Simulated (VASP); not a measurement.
Given:

```yaml
crystal:
  lattice:
    - [0.00000, 3.53270, 3.53270]
    - [3.53270, 0.00000, 3.53270]
    - [3.53270, 3.53270, 0.00000]
  atoms:
    - { symbol: Ba, position: [0.00000, 0.00000, 0.00000] }
    - { symbol: Te, position: [0.50000, 0.50000, 0.50000] }
```

The numbers are results of PBE GGA with D4 dispersion, VASP's PBE PAW potentials (set 64) (plane waves; VASP), not measurements. Run with 520 eV cut-off, 7×7×7 Γ-centred mesh, Gaussian smearing of 0.050 eV, potentials Ba_sv Te.

Problem. The job: BaTe (rock salt), 2 atoms, PBE-D4, static run, 520 eV, 7×7×7 Γ-centred mesh. Roughly how much core time does it take on a busy server core?

Solution. About 10 core-seconds (one run on a shared machine, a rough figure). It had 20 irreducible k-points, 12 bands, up to 2421 plane waves and 13 electronic steps.

The compound is BaTe in the rock salt structure. This cell is one point of a volume scan, at 1.03 of the reference volume.
